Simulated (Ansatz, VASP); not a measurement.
## AlN in two plane-wave programs

Wanted: the spread between two codes on one cell, functional and k mesh. The cell is taken from a series of runs on this material, whose earlier steps may have relaxed, scaled, displaced or heated it; both programs get it as it stands.

Method: plane waves, with VASP 6.6.1 beside it; zone-centre phonons at PBE, in Ansatz 0.2.0.

**1. Set-up**

It takes space group P6_3mc (No. 186, hexagonal). The conventional cell has a = 3.031 Å, b = 3.031 Å, c = 4.815 Å, α = 90.00°, β = 90.00°, γ = 120.00°. N has 4 Al at 1.84 to 1.85 Å nearest. Nearest to Al lie 4 N at 1.84 to 1.85 Å. Farther neighbours and most contacts between anions are not listed.

Coordinates:

```cif
data_structure
_symmetry_space_group_name_H-M 'P 1'
_symmetry_Int_Tables_number 1
_cell_length_a 3.0308
_cell_length_b 3.0308
_cell_length_c 4.8152
_cell_angle_alpha 90.000
_cell_angle_beta 90.000
_cell_angle_gamma 120.000
_cell_volume 38.31
loop_
_atom_site_label
_atom_site_type_symbol
_atom_site_fract_x
_atom_site_fract_y
_atom_site_fract_z
_atom_site_occupancy
N1 N 0.33333 0.66667 0.38210 1
N2 N 0.66667 0.33333 0.88210 1
Al3 Al 0.33333 0.66667 0.99790 1
Al4 Al 0.66667 0.33333 0.49790 1
```

**2. Ansatz: zone-centre phonons, PBE, pair 1**

Ansatz runs on its PAW soft_1 files.

Second derivatives magnify differences that forces hide, and they need a tight electronic threshold.

Contents of input.yaml:

```yaml
crystal:
  lattice:
    - [3.0308377237, 0.0, 0.0]
    - [-1.5154188618, 2.6247824635, 0.0]
    - [0.0, 0.0, 4.8151972122]
  atoms:
    - { symbol: "N", position: [0.3333333333, 0.6666666667, 0.3820984518] }
    - { symbol: "N", position: [0.6666666667, 0.3333333333, 0.8820984518] }
    - { symbol: Al, position: [0.3333333333, 0.6666666667, -0.0020984518] }
    - { symbol: Al, position: [0.6666666667, 0.3333333333, 0.4979015482] }
kpoints:
  mp_grid: { grid: [9, 9, 6] }
hamiltonian:
  xc: pbe
  pseudopotentials: { kind: paw, azcp: { folder: soft_1 } }
scf:
  occupations: { method: fixed }
output:
  eigenvalues: true
phonons:
  method: dfpt
  dielectric: true
  rigid_motions: translations
```

Run with:

```bash
$ ansatz run input.yaml --threads 4 --pin off --max-ram 16384MiB --backend cpu --events-out ev --progress --plain --runs-dir out
```

Numbers of over 12 decimals in the logs are rounded to 6 here.

Output:

```text
Engine: ansatz 0.2.0, aarch64-unknown-linux-gnu
Pseudopotentials: kind: paw
Pseudopotential: N, paw, valence charge 5, recommended cutoff 420 eV (normal), soft_1/N.paw.azcp
Pseudopotential: Al, paw, valence charge 3, recommended cutoff 420 eV (normal), soft_1/Al.paw.azcp
Functional definition: PBE
  parameter kappa = 0.804
  parameter beta = 0.066725
  exchange = pbe_x(kappa = kappa, mu = beta*pi^2/3)
  correlation = pbe_c(beta = beta)
Crystal: 4 atoms, lattice volume = 38.306 Å³
Basis set: ecut = 420 eV, 725 PW (Γ), exchange–correlation on 48×48×72 points (8 copies of the dense FFT grid, shifted against one another)
Bands: 12, of which v1, the nominal top of the filled ones, is band 8 counted from 1 (7 counted from 0)
Symmetry: 12 space group operations
k-points: 140 of 486 (irreducible under 2 space group operations, time reversal used)
Non-local potential: N, projectors of the file, l = 0: 2, l = 1: 2, l = 2: 1
Non-local potential: Al, projectors of the file, l = 0: 2, l = 1: 2, l = 2: 1
PAW form: soft (Blöchl's): semilocal exchange-correlation on the pseudo side does not see the compensation charge
PAW one-centre angular grid: N, 110 points (default); XC on 64 Gauss nodes
PAW one-centre angular grid: Al, 110 points (default); XC on 64 Gauss nodes
Initial density: superposition of atomic densities (chi_scale 0.1, normalization cell, long waves kept (reshape's long-wave potential 0.00 eV rms))
Initial wavefunctions: pseudopotential atomic-orbital guess
Functional: x = pbe(κ = 0.804, μ = 0.219515), c = pbe(β = 0.066725)
SCF iter   1: F=—  HF=-1851.536042 eV  |F-HF|=—  |Δ(HF+E_count)|=         —  Δρ=1.55e-1  dr2=1.07e1  ethr=3.10e-3  ⟨swp⟩=4.8  Hψ=8985  notcnv=0  defer=126
preconditioner: auto → none  [insulator: Δε(μ)=6.264 eV  Ē_g=15.043 eV  n_scr=2 (ndim 8)  ℏωp=24.0 eV  f_vac=0.000  ε∞_Penn≈3.5]
SCF iter   2: F=—  HF=-1848.579653 eV  |F-HF|=—  |Δ(HF+E_count)|=    2.96e0  Δρ=7.54e-2  dr2=1.18e0  ethr=3.10e-3  ⟨swp⟩=3.0  Hψ=5061  notcnv=0  defer=272
SCF iter   3: F=—  HF=-1848.231455 eV  |F-HF|=—  |Δ(HF+E_count)|=   3.48e-1  Δρ=2.40e-2  dr2=1.07e-1  ethr=3.10e-3  ⟨swp⟩=2.4  Hψ=3944  notcnv=0  defer=265
SCF iter   4: F=—  HF=-1848.215447 eV  |F-HF|=—  |Δ(HF+E_count)|=   1.60e-2  Δρ=1.05e-3  dr2=2.38e-4  ethr=6.66e-4  ⟨swp⟩=2.0  Hψ=1960  notcnv=0  defer=280
SCF iter   5: F=—  HF=-1848.215370 eV  |F-HF|=—  |Δ(HF+E_count)|=   7.68e-5  Δρ=3.00e-4  dr2=8.24e-6  ethr=1.48e-6  ⟨swp⟩=2.1  Hψ=2661  notcnv=0  defer=280
SCF iter   6: F=—  HF=-1848.215376 eV  |F-HF|=—  |Δ(HF+E_count)|=   5.77e-6  Δρ=3.42e-5  dr2=3.04e-7  ethr=5.15e-8  ⟨swp⟩=2.0  Hψ=2800  notcnv=0  defer=3
SCF iter   7: F=—  HF=-1848.215377 eV  |F-HF|=—  |Δ(HF+E_count)|=   5.75e-7  Δρ=3.73e-6  dr2=3.09e-9  ethr=1.90e-9  ⟨swp⟩=2.6  Hψ=2860  notcnv=0  defer=1
SCF iter   8: F=-1848.215377 eV  HF=-1848.215377 eV  |F-HF|=5.91e-11  |Δ(HF+E_count)|=   2.22e-9  Δρ=5.26e-7  dr2=8.28e-11  ethr=1.00e-12  ⟨swp⟩=7.2  Hψ=10568  notcnv=0
SCF 1 converged in 8 iterations: F = -1848.215377 eV  dr2 = 8.28e-11
  greatest PAW one-centre occupation: 0.796 electrons in one spin orbital (limit 2), on the N atom at site 1 (counted from 0), in its partial waves of l = 0
NSCF: frozen V_eff on 4 k-points
DFPT response loops at Γ: preconditioner auto → none (the input reference at scf.mixing.eps_inf says where Resta's filter doesn't serve); β = 0.50; Broyden in place of MSR1
── the response to a field inside a basis, on 10×10×6 k-points: an SCF that follows is theirs, and a resumed run solves both again ──
Bands: 9, of which v1, the nominal top of the filled ones, is band 8 counted from 1 (7 counted from 0)
k-points: 90 of 600 (irreducible under 4 space group operations, time reversal used)
Initial density: handed on by an earlier stage of this run
Initial wavefunctions: pseudopotential atomic-orbital guess (no wavefunctions were taken with the density)
Eigensolver: Dense (90 Hₖ)
SCF iter   1: F=—  HF=-1848.215408 eV  |F-HF|=—  |Δ(HF+E_count)|=         —  Δρ=2.19e-4  dr2=2.60e-6  ethr=1.00e-1
preconditioner: auto → none  [insulator: Δε(μ)=5.323 eV  Ē_g=11.774 eV  n_scr=2 (ndim 8)  ℏωp=24.0 eV  f_vac=0.000  ε∞_Penn≈5.2]
SCF iter   2: F=—  HF=-1848.215412 eV  |F-HF|=—  |Δ(HF+E_count)|=   3.86e-6  Δρ=1.05e-4  dr2=7.03e-7  ethr=1.62e-8
SCF iter   3: F=—  HF=-1848.215413 eV  |F-HF|=—  |Δ(HF+E_count)|=   1.46e-6  Δρ=3.56e-5  dr2=1.97e-7  ethr=4.39e-9
SCF iter   4: F=-1848.215414 eV  HF=-1848.215414 eV  |F-HF|=1.55e-9  |Δ(HF+E_count)|=   5.15e-8  Δρ=3.25e-6  dr2=1.14e-9  ethr=1.23e-9
SCF 1 converged in 4 iterations: F = -1848.215414 eV  dr2 = 1.14e-9
DFPT response loops at Γ: mixed as the last ones told, above
SCF converged after 8 iterations
Free energy (F): -1848.215377 eV
Harris-Foulkes:  -1848.215377 eV  (|F-HF|=5.91e-11)
Internal energy: -1848.215377 eV  (E = F + TS)
E sigma→0 (E₀):  -1848.215377 eV
Fermi energy:    8.169932 eV
--- Per-component energies (eV) ---
  E_band       = 42.804711
  E_kinetic    = 321.237896
  E_local      = -404.463338  (includes V_loc(G=0)·N_el)
  E_nonlocal   = 90.689882
  E_hartree    = 150.928972
  E_xc         = -200.454185
  E_vxc        = -217.005335  (∫ρ·V_xc dr)
  E_paw        = -1197.025512  (= ΣΔE_a)
  E_vpaw       = -49.514050  (= ΣTr[D̂ρ^β])
  E_aug_tail   = 0.001845  (compensation charges beyond the density's cutoff)
  E_ewald      = -609.130936
  E_smearing   = -0.000000  (= −TS)
  E_closure    = -0.000000  (closes the sum)
  Σ components = -1848.215377   (vs F -1848.215377, Δ=0.00e0)
--- Band table (eV; the first three rows and the last of 140) ---
  k-point 0: bands = [... 4 lower, 7.1488, 7.8376, 7.8376, 8.1699, 13.0836, 15.4694, 19.5031, 19.8058]
  k-point 1: bands = [... 4 lower, 7.1921, 7.5629, 7.7886, 7.7886, 13.5582, 15.5464, 19.3143, 19.7644]
  k-point 2: bands = [... 4 lower, 7.3129, 7.3129, 7.6574, 7.6574, 14.5012, 15.6287, 19.0160, 19.8115]
  k-point 139: bands = [... 4 lower, 5.3494, 5.3494, 7.0248, 7.0248, 15.0502, 15.0502, 17.9711, 17.9711]
--- Phonons (Γ-DFPT): 4 representative perturbations + reference, on 140 of 486 k-points (Σ response iterations 12) ---
  k mesh reduced under 2 symmetry operations, with k and −k counted as one. Each operation leaves every solved perturbation unchanged. A smaller set is not considered because the run solves the response to a homogeneous field
  ASR residual: 5.020e-4 → 0.000e0 eV/Å²; symmetrization residual: 2.281e-4 eV/Å²
  ASR residual per site (eV/Å²): 4.98e-4 4.98e-4 5.02e-4 5.02e-4
  Γ frequencies (cm⁻¹): 0.00 0.00 0.00 235.80 235.80 583.97 681.62 753.52 753.52 755.53 755.53 793.74
  ε∞ (high-frequency dielectric tensor):
        4.290408    -0.000000    -0.000000
       -0.000000     4.290408    -0.000000
       -0.000000    -0.000000     4.526747
  ε⁰ (static dielectric tensor: ions relaxed, cell fixed):
        7.369001    -0.000000    -0.000000
       -0.000000     7.369001     0.000000
       -0.000000     0.000000     8.859775
  ε⁰ − ε∞ (ionic part):
        3.078593    -0.000000    -0.000000
       -0.000000     3.078593     0.000000
       -0.000000     0.000000     4.333028
  softest optical mode at Γ: 235.80 cm⁻¹; the repairs (sum rule, projections) moved no ω² at Γ by more than (7.92 cm⁻¹)²
  Born effective charges Z* (e; rows j = field, columns β = displacement):
    site 0:
        -2.51139    0.00000    0.00000
         0.00000   -2.51139   -0.00000
         0.00000    0.00000   -2.68794
    site 1:
        -2.51139    0.00000    0.00000
         0.00000   -2.51139    0.00000
         0.00000    0.00000   -2.68794
    site 2:
         2.51139   -0.00000   -0.00000
        -0.00000    2.51139   -0.00000
        -0.00000   -0.00000    2.68794
    site 3:
         2.51139   -0.00000   -0.00000
        -0.00000    2.51139   -0.00000
        -0.00000   -0.00000    2.68794
  Z* charge neutrality: 7.504e-4 e pre-enforcement
  solved inside a basis spanned on kpoints, on 10×10×6 k-points, its susceptibility summed on 16×16×8: ε∞ is read to err by 1.2e-2, Z* by 9.5e-3 e (field_mesh: kpoints solves on kpoints); Z* is corrected for what the basis lacks
  optical modes at Γ without the LO–TO term, one row a degenerate level:
      ω (cm⁻¹)  modes    IR ((D/Å)²/amu)
        235.80      2             0.0000
        583.97      1             0.0000
        681.62      1            36.1561
[...]
optical modes at Γ + LO–TO along q̂ = [1.0000, 0.0000, 0.0000]:
      ω (cm⁻¹)  modes    IR ((D/Å)²/amu)
[...]
optical modes at Γ + LO–TO along q̂ = [0.0000, 1.0000, 0.0000]:
      ω (cm⁻¹)  modes    IR ((D/Å)²/amu)
[...]
793.74      1             0.0000
        990.17      1            31.5624
  optical modes at Γ + LO–TO along q̂ = [0.0000, 0.0000, 1.0000]:
      ω (cm⁻¹)  modes    IR ((D/Å)²/amu)
        235.80      2             0.0000
        583.97      1             0.0000
        753.52      2             0.0000
        755.53      2            63.1249
        793.74      1             0.0000
        953.58      1            36.1561
```

Reading the cycles: dr2 is the Hartree energy of the density residual (eV), the measure of convergence; HF is the Harris–Foulkes estimate of the energy, which meets the free energy F at convergence.

[end of part 1 of 4]

[Lines on the potential files, build, host, timing and source positions are cut from VASP's logs without a mark.]

[Logs are printed without paths, hosts, clocks, repeated set-up lines and the standing remarks that a program may print on its own settings, such as how far it seeks lower states.]

[Hosts, paths, dates, database ids (printed as entryN), source tags and the programs' standing remarks are cut or masked in the printed files.]
